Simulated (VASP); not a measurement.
# SiMo3 under strain, part 2 of 4

Aim: follow the pressure of SiMo3 through compression, expansion and shear. All runs use PBEsol. Left out of this account: 1 further run (self-consistent run: a reference on another mesh). The start is a cell from a database of measured crystal structures.

VASP 6.6.1; PBEsol; plane waves and PAW (Si, Mo_sv).

Still holding for the runs below: Spin-orbit coupling is off here; it would split degenerate levels.

So far, pressure (GPa): step 2 (bands, cell as listed) -4.52.

**3. Bands, volume times 1.04**

The cell is expanded evenly, with fractional positions held.

Input file INCAR:

```
SYSTEM = SiMo3
PREC = Accurate
ENCUT = 400
EDIFF = 1E-06
NELM = 100
ISMEAR = -1
SIGMA = 0.05
LREAL = .FALSE.
ALGO = Normal
GGA = PS
NBANDS = 69
LASPH = .TRUE.
LORBIT = 11
LWAVE = .FALSE.
LCHARG = .FALSE.
KPAR = 8
```

Input file POSCAR:

```
SiMo3
1.0
    4.9533363253      0.0000000000      0.0000000000
    0.0000000000      4.9533363253      0.0000000000
    0.0000000000      0.0000000000      4.9533363253
Si Mo
2 6
Direct
    0.0000000000      0.0000000000      0.0000000000
    0.5000000000      0.5000000000      0.5000000000
    0.2500000000      0.0000000000      0.5000000000
    0.5000000000      0.7500000000      0.0000000000
    0.7500000000      0.0000000000      0.5000000000
    0.5000000000      0.2500000000      0.0000000000
    0.0000000000      0.5000000000      0.7500000000
    0.0000000000      0.5000000000      0.2500000000
```

Input file KPOINTS:

```
Automatic mesh
0
Gamma
6 6 6
0 0 0
```

Input file KPOINTS_OPT:

```
Line mode
12
Line-mode
Reciprocal
  0.00000000   0.00000000   0.00000000 GAMMA
  0.00000000   0.50000000   0.00000000 X

  0.00000000   0.50000000   0.00000000 X
  0.50000000   0.50000000   0.00000000 M

  0.50000000   0.50000000   0.00000000 M
  0.00000000   0.00000000   0.00000000 GAMMA

  0.00000000   0.00000000   0.00000000 GAMMA
  0.50000000   0.50000000   0.50000000 R

  0.50000000   0.50000000   0.50000000 R
  0.00000000   0.50000000   0.00000000 X

  0.50000000   0.50000000   0.00000000 M
  0.50000000   0.50000000   0.50000000 R
```

Potentials, in the order of the species: Si and Mo_sv (PBE family, release 64).

Run with:

```
> mpirun -np 8 vasp_std
```

The program printed:

```text
[banner, memory and clock lines left out]
running    8 mpi-ranks, on    1 nodes
 distrk:  each k-point on    1 cores,    8 groups
 distr:  one band on    1 cores,    1 groups

 POSCAR found type information on POSCAR SiMo
 POSCAR found :  2 types and       8 ions
 [... a notice as in an earlier step ...]

 [... a notice as in an earlier step ...]

 LDA part: xc-table for (Slater+PW92), standard interpolation
 POSCAR, INCAR and KPOINTS ok, starting setup
 FFT: planning ... GRIDC
 FFT: planning ... GRID_SOFT
 FFT: planning ... GRID
 WAVECAR not read
 entering main loop
       N       E                     dE             d eps       ncg     rms          rms(c)
DAV:   1     0.939516418241E+03    0.93952E+03   -0.47251E+04  2832   0.112E+03
DAV:   2    -0.584404906487E+02   -0.99796E+03   -0.95825E+03  3033   0.405E+02
DAV:   3    -0.892955867015E+02   -0.30855E+02   -0.30027E+02  3238   0.718E+01
DAV:   4    -0.896140192631E+02   -0.31843E+00   -0.31716E+00  3078   0.703E+00
DAV:   5    -0.896170838129E+02   -0.30645E-02   -0.30641E-02  3145   0.684E-01    0.417E+01
DAV:   6    -0.852636738160E+02    0.43534E+01   -0.99772E+00  2944   0.146E+01    0.107E+01
DAV:   7    -0.849020581776E+02    0.36162E+00   -0.70286E-01  3156   0.319E+00    0.312E+00
DAV:   8    -0.848360760470E+02    0.65982E-01   -0.82679E-02  2898   0.933E-01    0.725E-01
DAV:   9    -0.848340080172E+02    0.20680E-02   -0.49679E-03  3028   0.279E-01    0.344E-01
DAV:  10    -0.848337778159E+02    0.23020E-03   -0.57083E-04  3139   0.131E-01    0.122E-01
DAV:  11    -0.848337927341E+02   -0.14918E-04   -0.13053E-05  3066   0.162E-02    0.251E-02
DAV:  12    -0.848337887309E+02    0.40032E-05   -0.58338E-06  2926   0.120E-02    0.163E-03
DAV:  13    -0.848337884844E+02    0.24653E-06   -0.10746E-07  1655   0.142E-03
   1 F= -.84833788E+02 E0= -.84814521E+02  d E =-.385355E-01
 Start KPOINTS_OPT (optional k-point list driver)
k-point batch [1-20\72]
       N       E                     dE             ncg
DAV:   1    -0.145821926178E+03   -0.22994E+05     2824
DAV:   2    -0.202781489087E+05   -0.20132E+05     3033
DAV:   3    -0.209007530777E+05   -0.62260E+03     3235
DAV:   4    -0.209073321874E+05   -0.65791E+01     3094
DAV:   5    -0.209074009305E+05   -0.68743E-01     3110
DAV:   6    -0.209074021675E+05   -0.12370E-02     3198
DAV:   7    -0.209074021992E+05   -0.31632E-04     2758
DAV:   8    -0.209074022002E+05   -0.10598E-05     2182
DAV:   9    -0.209074022003E+05   -0.91950E-07     1754
[...]
k-point batch [61-72\72]
       N       E                     dE             ncg
DAV:   1     0.155882921541E+05   -0.28473E+05     1696
DAV:   2     0.349263686722E+04   -0.12096E+05     1841
DAV:   3     0.312176681206E+04   -0.37087E+03     1870
DAV:   4     0.311844260079E+04   -0.33242E+01     1832
DAV:   5     0.311841074829E+04   -0.31852E-01     1852
DAV:   6     0.311841020580E+04   -0.54249E-03     1843
DAV:   7     0.311841019401E+04   -0.11793E-04     1678
DAV:   8     0.311841019375E+04   -0.25654E-06     1214
```

The job ended after 19 s (8 MPI ranks of Intel Xeon 6975P-C (Granite Rapids), shared host; peak memory 2.4 GiB).

OUTCAR, selected parts (step 3):

```text
  LATTYP: Found a simple cubic cell.
 ALAT       =     4.9533363253

 Found     20 irreducible k-points:

   ENCUT  =  400.0 eV  29.40 Ry    5.42 a.u.   8.08  8.08  8.08*2*pi/ulx,y,z

   NELECT =      92.0000    total number of electrons

 E-fermi :  12.0386

 k-point     1 :       0.0000    0.0000    0.0000
  band No.  band energies     occupation
    ...
     40       9.9735      2.00000
     41       9.9735      2.00000
     42       9.9735      2.00000
     43      10.5420      2.00000
     44      10.5420      2.00000
     45      13.2259      0.00000
     46      13.2259      0.00000
     47      13.2259      0.00000
     48      13.8500      0.00000
     49      14.2830      0.00000
    ...

 k-point     2 :       0.1667    0.0000    0.0000
  band No.  band energies     occupation
    ...
     40       9.9587      2.00000
     41      10.1262      2.00000
     42      10.1262      2.00000
     43      10.6264      2.00000
     44      10.6800      2.00000
     45      12.8150      0.00000
     46      13.0748      0.00000
     47      13.0748      0.00000
     48      13.9129      0.00000
     49      14.0419      0.00000
    ...

  Total      -10.2482816    -10.2482816    -10.2482816      0.0000000      0.0000000     -0.0000000
  in kB     -135.1039921   -135.1039921   -135.1039921      0.0000000      0.0000000     -0.0000000
  external PRESSURE =    -135.1039921 kB  Pullay stress =       0.0000000 kB

  energy-cutoff  :      400.00
  volume of cell :      121.53
      direct lattice vectors                 reciprocal lattice vectors
     4.953336325  0.000000000  0.000000000     0.201884131  0.000000000  0.000000000
     0.000000000  4.953336325  0.000000000     0.000000000  0.201884131  0.000000000
     0.000000000  0.000000000  4.953336325     0.000000000  0.000000000  0.201884131

 POSITION                                       TOTAL-FORCE (eV/Angst)
 -----------------------------------------------------------------------------------
      0.00000      0.00000      0.00000         0.000000      0.000000     -0.000000
      2.47667      2.47667      2.47667         0.000000      0.000000     -0.000000
      1.23833      0.00000      2.47667        -0.000000     -0.000000     -0.000000
      2.47667      3.71500      0.00000        -0.000000     -0.000000      0.000000
      3.71500      0.00000      2.47667         0.000000      0.000000      0.000000
      2.47667      1.23833      0.00000         0.000000      0.000000     -0.000000
      0.00000      2.47667      3.71500         0.000000     -0.000000     -0.000000
      0.00000      2.47667      1.23833         0.000000      0.000000      0.000000
 -----------------------------------------------------------------------------------
    total drift:                                0.000000     -0.000000     -0.000000

  FREE ENERGIE OF THE ION-ELECTRON SYSTEM (eV)
  ---------------------------------------------------
  free  energy   TOTEN  =       -84.8337884844 eV

  energy  without entropy=      -84.7952530210  energy(sigma->0) =      -84.81452075

 total charge
# of ion       s       p       d       tot
------------------------------------------
    1        0.706   0.867   0.000   1.573
    2        0.706   0.867   0.000   1.573
    3        2.324   6.186   4.022  12.533
    4        2.324   6.186   4.022  12.533
    5        2.324   6.186   4.022  12.533
    6        2.324   6.186   4.022  12.533
    7        2.324   6.186   4.022  12.533
    8        2.324   6.186   4.022  12.533
--------------------------------------------------
tot         15.357  38.852  24.135  78.343

[... 5 parts as in an earlier step ...]

[... 6 further parts left out ...]
```

Numbers from this step:

* free energy (TOTEN): -84.8338 eV
* energy at zero smearing: -84.8145 eV
* Fermi energy: 12.04 eV
* pressure: -13.51 GPa

Electronic bands along the path, in eV, zero at the Fermi level; # counts the bands kept, so #1 is VASP's band 25:

```tsv
point	#19	#20	#21	#22	#23	#24	#25	#26
Γ	-1.50	-1.50	1.19	1.19	1.19	1.81	2.24	2.24
0.45 of the way	-1.39	-1.29	0.41	0.95	0.95	1.72	1.87	1.94
X	-1.67	-1.67	0.20	0.20	0.90	0.90	1.44	1.44
0.55 of the way	-1.59	-1.35	-0.24	-0.09	0.10	0.26	0.35	0.53
M	-1.03	-0.86	-0.86	-0.79	-0.65	-0.44	-0.13	0.21
0.55 of the way	-1.42	-1.21	-0.07	0.50	0.83	1.13	1.60	1.70
Γ	-1.50	-1.50	1.19	1.19	1.19	1.81	2.24	2.24
0.45 of the way	-1.48	-1.48	-0.30	-0.30	1.00	1.00	1.34	1.48
R	-1.19	-1.19	-1.19	-1.19	-1.19	-1.19	1.21	1.21
0.45 of the way	-1.44	-1.44	-0.88	-0.88	-0.23	-0.23	1.07	1.07
X	-1.67	-1.67	0.20	0.20	0.90	0.90	1.44	1.44
jump to M	-1.03	-0.86	-0.86	-0.79	-0.65	-0.44	-0.13	0.21
0.45 of the way	-1.31	-1.20	-0.93	-0.93	-0.83	-0.50	0.43	0.67
R	-1.19	-1.19	-1.19	-1.19	-1.19	-1.19	1.21	1.21
```

Of the projections kept (Si, Mo), the largest for each band there; the rest of the weight can lie on other orbitals:

```tsv
point	#19	#20	#21	#22	#23	#24	#25	#26
Γ	Mo 1.00	Mo 1.00	Mo 1.00	Mo 1.00	Mo 1.00	Mo 0.51	Mo 1.00	Mo 1.00
X	Mo 0.98	Mo 0.98	Mo 0.99	Mo 0.99	Mo 1.00	Mo 1.00	Mo 1.00	Mo 1.00
M	Mo 1.00	Mo 1.00	Mo 1.00	Mo 0.82	Mo 1.00	Mo 0.91	Mo 1.00	Mo 0.99
Γ	Mo 1.00	Mo 1.00	Mo 1.00	Mo 1.00	Mo 1.00	Mo 0.51	Mo 1.00	Mo 1.00
R	Mo 0.97	Mo 0.97	Mo 0.97	Mo 0.97	Mo 0.97	Mo 0.97	Mo 0.99	Mo 0.99
X	Mo 0.98	Mo 0.98	Mo 0.99	Mo 0.99	Mo 1.00	Mo 1.00	Mo 1.00	Mo 1.00
```

 The pressure is -13.51 GPa.

For the pressure, step 2 gave -4.52 GPa; this run, with cell volume +4.0 %, gives -13.5 GPa.

**4. Bands, volume times 1.08**

The cell is expanded evenly, with fractional positions held.

INCAR is that of step 3.

POSCAR: that of step 3 with these lines changed.

```diff
@@ -2,5 +2,5 @@
 1.0
-    4.9533363253      0.0000000000      0.0000000000
-    0.0000000000      4.9533363253      0.0000000000
-    0.0000000000      0.0000000000      4.9533363253
+    5.0160434420      0.0000000000      0.0000000000
+    0.0000000000      5.0160434420      0.0000000000
+    0.0000000000      0.0000000000      5.0160434420
 Si Mo
```

KPOINTS is that of step 3.

KPOINTS_OPT is that of step 3.

Run with:

```
> mpirun -np 8 vasp_std
```

The program printed:

```text
[... set-up lines as in an earlier step ...]
 entering main loop
       N       E                     dE             d eps       ncg     rms          rms(c)
DAV:   1     0.936378127687E+03    0.93638E+03   -0.47197E+04  2816   0.111E+03
DAV:   2    -0.573932972332E+02   -0.99377E+03   -0.95473E+03  3046   0.402E+02
DAV:   3    -0.889512452270E+02   -0.31558E+02   -0.30605E+02  3239   0.716E+01
DAV:   4    -0.893001228627E+02   -0.34888E+00   -0.34742E+00  3128   0.716E+00
DAV:   5    -0.893034989543E+02   -0.33761E-02   -0.33752E-02  3089   0.705E-01    0.382E+01
DAV:   6    -0.847832506555E+02    0.45202E+01   -0.10689E+01  2949   0.148E+01    0.912E+00
DAV:   7    -0.844249806243E+02    0.35827E+00   -0.68397E-01  3159   0.306E+00    0.290E+00
DAV:   8    -0.843544782397E+02    0.70502E-01   -0.95299E-02  2917   0.977E-01    0.775E-01
DAV:   9    -0.843522851891E+02    0.21931E-02   -0.54359E-03  3022   0.291E-01    0.363E-01
DAV:  10    -0.843520373368E+02    0.24785E-03   -0.63746E-04  3191   0.137E-01    0.125E-01
DAV:  11    -0.843520529430E+02   -0.15606E-04   -0.16236E-05  3052   0.176E-02    0.259E-02
DAV:  12    -0.843520484744E+02    0.44686E-05   -0.59533E-06  2963   0.122E-02    0.177E-03
DAV:  13    -0.843520481987E+02    0.27568E-06   -0.12012E-07  1645   0.150E-03
   1 F= -.84352048E+02 E0= -.84330654E+02  d E =-.427890E-01
 Start KPOINTS_OPT (optional k-point list driver)
k-point batch [1-20\72]
       N       E                     dE             ncg
DAV:   1    -0.128300696373E+04   -0.23296E+05     2808
DAV:   2    -0.212427880843E+05   -0.19960E+05     3020
DAV:   3    -0.218516883706E+05   -0.60890E+03     3224
DAV:   4    -0.218585250256E+05   -0.68367E+01     3088
DAV:   5    -0.218585987069E+05   -0.73681E-01     3142
DAV:   6    -0.218586002512E+05   -0.15443E-02     3176
DAV:   7    -0.218586002965E+05   -0.45399E-04     2806
DAV:   8    -0.218586002977E+05   -0.11001E-05     2144
DAV:   9    -0.218586002977E+05   -0.81356E-07     1686
[...]
k-point batch [61-72\72]
       N       E                     dE             ncg
DAV:   1     0.141627911728E+05   -0.28132E+05     1720
DAV:   2     0.209980265806E+04   -0.12063E+05     1852
DAV:   3     0.172800589526E+04   -0.37180E+03     1886
DAV:   4     0.172431939446E+04   -0.36865E+01     1832
DAV:   5     0.172428535826E+04   -0.34036E-01     1832
DAV:   6     0.172428477602E+04   -0.58224E-03     1856
DAV:   7     0.172428476316E+04   -0.12861E-04     1648
DAV:   8     0.172428476288E+04   -0.28127E-06     1216
```

It took 26 s on 8 MPI ranks; peak memory 2.7 GiB; 2.7 min of CPU time.

Parts of OUTCAR (step 4):

```text
  LATTYP: Found a simple cubic cell.
 ALAT       =     5.0160434420

 Found     20 irreducible k-points:

   dimension x,y,z NGX =    36 NGY =   36 NGZ =   36
   dimension x,y,z NGXF=    72 NGYF=   72 NGZF=   72

   ENCUT  =  400.0 eV  29.40 Ry    5.42 a.u.   8.18  8.18  8.18*2*pi/ulx,y,z

   NELECT =      92.0000    total number of electrons

 E-fermi :  11.4677

 k-point     1 :       0.0000    0.0000    0.0000
  band No.  band energies     occupation
    ...
     40       9.5103      2.00000
     41       9.5103      2.00000
     42       9.5103      2.00000
     43      10.0416      2.00000
     44      10.0416      2.00000
     45      12.5967      0.00000
     46      12.5967      0.00000
     47      12.5967      0.00000
     48      13.0750      0.00000
     49      13.5895      0.00000
    ...

 k-point     2 :       0.1667    0.0000    0.0000
  band No.  band energies     occupation
    ...
     40       9.4968      2.00000
     41       9.6395      2.00000
     42       9.6395      2.00000
     43      10.1196      2.00000
     44      10.1697      2.00000
     45      12.2062      0.00000
     46      12.4598      0.00000
     47      12.4598      0.00000
     48      13.2488      0.00000
     49      13.3288      0.00000
    ...

  Total      -16.3345036    -16.3345036    -16.3345036      0.0000000      0.0000000     -0.0000000
  in kB     -207.3636632   -207.3636632   -207.3636632      0.0000000      0.0000000     -0.0000000
  external PRESSURE =    -207.3636632 kB  Pullay stress =       0.0000000 kB

  energy-cutoff  :      400.00
  volume of cell :      126.21
      direct lattice vectors                 reciprocal lattice vectors
     5.016043442  0.000000000  0.000000000     0.199360315  0.000000000  0.000000000
     0.000000000  5.016043442  0.000000000     0.000000000  0.199360315  0.000000000
     0.000000000  0.000000000  5.016043442     0.000000000  0.000000000  0.199360315

 POSITION                                       TOTAL-FORCE (eV/Angst)
 -----------------------------------------------------------------------------------
      0.00000      0.00000      0.00000         0.000000      0.000000      0.000000
      2.50802      2.50802      2.50802         0.000000      0.000000      0.000000
      1.25401      0.00000      2.50802         0.000000      0.000000     -0.000000
      2.50802      3.76203      0.00000        -0.000000      0.000000     -0.000000
      3.76203      0.00000      2.50802        -0.000000     -0.000000      0.000000
      2.50802      1.25401      0.00000         0.000000     -0.000000     -0.000000
      0.00000      2.50802      3.76203        -0.000000     -0.000000      0.000000
      0.00000      2.50802      1.25401         0.000000     -0.000000     -0.000000
 -----------------------------------------------------------------------------------
    total drift:                                0.000000      0.000000     -0.000000

  FREE ENERGIE OF THE ION-ELECTRON SYSTEM (eV)
  ---------------------------------------------------
  free  energy   TOTEN  =       -84.3520481987 eV

  energy  without entropy=      -84.3092591727  energy(sigma->0) =      -84.33065369

 total charge
# of ion       s       p       d       tot
------------------------------------------
    1        0.704   0.843   0.000   1.547
    2        0.704   0.843   0.000   1.547
    3        2.313   6.173   3.967  12.453
    4        2.313   6.173   3.967  12.453
    5        2.313   6.173   3.967  12.453
    6        2.313   6.173   3.967  12.453
    7        2.313   6.173   3.967  12.453
    8        2.313   6.173   3.967  12.453
--------------------------------------------------
tot         15.289  38.725  23.802  77.815

[... 4 parts as in an earlier step ...]

[... 6 further parts left out ...]
```

Numbers from this step:

| Item | Value |
| --- | --- |
| free energy (TOTEN) | -84.3520 eV |
| energy at zero smearing | -84.3307 eV |
| Fermi energy | 11.47 eV |
| pressure | -20.74 GPa |

The electronic bands at the labelled points (eV, zero at the Fermi level; # counts the bands kept, so #1 is VASP's band 25):

```tsv
point	#19	#20	#21	#22	#23	#24	#25	#26
Γ	-1.43	-1.43	1.13	1.13	1.13	1.61	2.12	2.12
0.45 of the way	-1.33	-1.24	0.39	0.91	0.91	1.64	1.78	1.82
X	-1.63	-1.63	0.17	0.17	0.87	0.87	1.38	1.38
0.55 of the way	-1.53	-1.32	-0.25	-0.06	0.08	0.26	0.36	0.50
M	-0.95	-0.83	-0.83	-0.79	-0.59	-0.39	-0.14	0.18
0.55 of the way	-1.36	-1.16	-0.05	0.49	0.80	1.09	1.53	1.61
Γ	-1.43	-1.43	1.13	1.13	1.13	1.61	2.12	2.12
0.45 of the way	-1.41	-1.41	-0.26	-0.26	0.96	0.96	1.27	1.42
R	-1.17	-1.17	-1.17	-1.17	-1.17	-1.17	1.15	1.15
0.45 of the way	-1.36	-1.36	-0.83	-0.83	-0.23	-0.23	1.03	1.03
X	-1.63	-1.63	0.17	0.17	0.87	0.87	1.38	1.38
jump to M	-0.95	-0.83	-0.83	-0.79	-0.59	-0.39	-0.14	0.18
0.45 of the way	-1.25	-1.14	-0.89	-0.89	-0.82	-0.49	0.40	0.66
R	-1.17	-1.17	-1.17	-1.17	-1.17	-1.17	1.15	1.15
```

Of the projections kept (Si, Mo), the largest for each band there; the rest of the weight can lie on other orbitals:

(Unchanged from step 3.)

 The pressure is -20.74 GPa.

Between step 2 and this run (cell volume +8.0 %) the value for the pressure moves from -4.52 GPa to -20.7 GPa.

[end of part 2 of 4]

[Lines on the potential files, build, host, timing and source positions are cut from VASP's logs without a mark.]

[Logs are printed without paths, hosts, clocks, repeated set-up lines and the standing remarks that a program may print on its own settings, such as how far it seeks lower states.]

[Hosts, paths, dates, database ids (printed as entryN), source tags and the programs' standing remarks are cut or masked in the printed files.]

[A measured line is paired with the nearest computed mode of its activity, which favours agreement.]
